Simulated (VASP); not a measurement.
Level of theory: PBEsol GGA, VASP's PBE PAW potentials (set 64) (plane waves; VASP).

The input files of a VASP run:

**KPOINTS**
```
kpoints
0
G
14 14 8
```

File POSCAR:
```
Ti
1
    1.4737686623    -2.5526422581     0.0000000000
    1.4737686623     2.5526422581     0.0000000000
    0.0000000000     0.0000000000     4.6767019685
Ti
2
Direct
  0.3333330000   0.6666670000   0.2500000000
  0.6666670000   0.3333330000   0.7500000000
```

### INCAR
```
! general
SYSTEM  = Ti
PREC    = Accurate
ENCUT   = 480
LREAL   = .False.
LASPH   = .True.

! electronic loop
EDIFF   = 1E-7
NELM    = 100
ALGO    = Normal
LMAXMIX = 4

! smearing
ISMEAR  = 1
SIGMA   = 0.1

! functional
GGA     = PS

! ions
ISIF    = 2

! output
LWAVE   = .False.
LCHARG  = .False.
```

POTCAR, in this order: Ti_sv (PBE.64 set). Program: vasp_std.

Output of the run:

File OUTCAR:
```
 ion  position               nearest neighbor table
   1  0.333  0.667  0.250-   2 2.89   2 2.89   2 2.89   2 2.89   2 2.89   2 2.89
   2  0.667  0.333  0.750-   1 2.89   1 2.89   1 2.89   1 2.89   1 2.89   1 2.89
  LATTYP: Found a hexagonal cell.
 ALAT       =     2.9475373734
 C/A-ratio  =     1.5866472163
 Subroutine PRICEL returns:
 Original cell was already a primitive cell.
 Subroutine GETGRP returns: Found 24 space group operations
The static configuration has the point symmetry D_3d.
 The point group associated with its full space group is D_6h.
The dynamic configuration has the point symmetry D_3d.
 Subroutine INISYM returns: Found 24 space group operations
 Subroutine IBZKPT returns following result:
 Found    120 irreducible k-points:

 Following reciprocal coordinates:
            Coordinates               Weight
  0.000000  0.000000  0.000000      1.000000
  0.071429  0.000000  0.000000      6.000000
  0.142857 -0.000000  0.000000      6.000000
  0.214286  0.000000  0.000000      6.000000
  0.285714  0.000000  0.000000      6.000000
  0.357143 -0.000000  0.000000      6.000000
  0.428571  0.000000  0.000000      6.000000
  0.500000  0.000000  0.000000      3.000000
  0.071429  0.071429  0.000000      6.000000
  0.142857  0.071429  0.000000     12.000000
  0.214286  0.071429  0.000000     12.000000
  0.285714  0.071429  0.000000     12.000000
  0.357143  0.071429  0.000000     12.000000
  0.428571  0.071429  0.000000     12.000000
  0.142857  0.142857  0.000000      6.000000
  0.214286  0.142857  0.000000     12.000000
  0.285714  0.142857  0.000000     12.000000
  0.357143  0.142857  0.000000     12.000000
  0.428571  0.142857  0.000000      6.000000
  0.214286  0.214286  0.000000      6.000000
  0.285714  0.214286  0.000000     12.000000
  0.357143  0.214286  0.000000     12.000000
...
```

### OSZICAR
```
       N       E                     dE             d eps       ncg     rms          rms(c)
DAV:   1     0.239805022656E+03    0.23981E+03   -0.13040E+04  3848   0.177E+03
DAV:   2     0.900124079052E+01   -0.23080E+03   -0.22953E+03  4000   0.480E+02
DAV:   3    -0.178953002477E+02   -0.26897E+02   -0.26662E+02  7512   0.134E+02
DAV:   4    -0.189959316254E+02   -0.11006E+01   -0.11005E+01  4032   0.282E+01
DAV:   5    -0.190571796181E+02   -0.61248E-01   -0.61247E-01  6304   0.454E+00    0.123E+01
DAV:   6    -0.166560545733E+02    0.24011E+01   -0.89998E+00  4520   0.346E+01    0.291E+00
DAV:   7    -0.166311245115E+02    0.24930E-01   -0.90139E-01  5768   0.781E+00    0.205E+00
DAV:   8    -0.166542691579E+02   -0.23145E-01   -0.22248E-01  4512   0.641E+00    0.696E-01
DAV:   9    -0.166450823912E+02    0.91868E-02   -0.56134E-02  4616   0.267E+00    0.643E-02
DAV:  10    -0.166453537407E+02   -0.27135E-03   -0.23813E-03  6120   0.384E-01    0.906E-02
DAV:  11    -0.166454301576E+02   -0.76417E-04   -0.20681E-04  4328   0.125E-01    0.270E-02
DAV:  12    -0.166454241750E+02    0.59826E-05   -0.43142E-05  5520   0.522E-02    0.913E-03
DAV:  13    -0.166454242502E+02   -0.75201E-07   -0.11567E-06  4728   0.111E-02    0.292E-03
DAV:  14    -0.166454245439E+02   -0.29370E-06   -0.43561E-07  4736   0.578E-03    0.639E-04
DAV:  15    -0.166454245225E+02    0.21406E-07   -0.38411E-08  2440   0.187E-03
   1 F= -.16645425E+02 E0= -.16646173E+02  d E =0.224650E-02
```

File OUTCAR:
```
------------------------ aborting loop because EDIFF is reached ----------------------------------------
  FORCE on cell =-STRESS in cart. coord.  units (eV):
  Direction    XX          YY          ZZ          XY          YZ          ZX
  --------------------------------------------------------------------------------------
  Total       -1.2610397     -1.2610397     -1.3596762      0.0000000      0.0000000      0.0000000
  in kB      -57.4183045    -57.4183070    -61.9094747      0.0000000      0.0000000      0.0000000
  external PRESSURE =     -58.9153621 kB  Pullay stress =       0.0000000 kB
  volume of cell :       35.19
      direct lattice vectors                 reciprocal lattice vectors
     1.473768662 -2.552642258  0.000000000     0.339266272 -0.195875469  0.000000000
     1.473768662  2.552642258  0.000000000     0.339266272  0.195875469  0.000000000
     0.000000000  0.000000000  4.676701968     0.000000000  0.000000000  0.213825898
 POSITION                                       TOTAL-FORCE (eV/Angst)
 -----------------------------------------------------------------------------------
      1.47377      0.85088      1.16918        -0.000000      0.000000      0.000000
      1.47377     -0.85088      3.50753         0.000000     -0.000000      0.000000
 -----------------------------------------------------------------------------------
    total drift:                                0.000184      0.001064     -0.000018
  FREE ENERGIE OF THE ION-ELECTRON SYSTEM (eV)
  ---------------------------------------------------
  free  energy   TOTEN  =       -16.6454245225 eV

  energy  without entropy=      -16.6476710265  energy(sigma->0) =      -16.64617336
```
(Selected blocks of OUTCAR.)

The compound is Ti in the hcp structure. This cell was strained or had an atom moved on purpose.
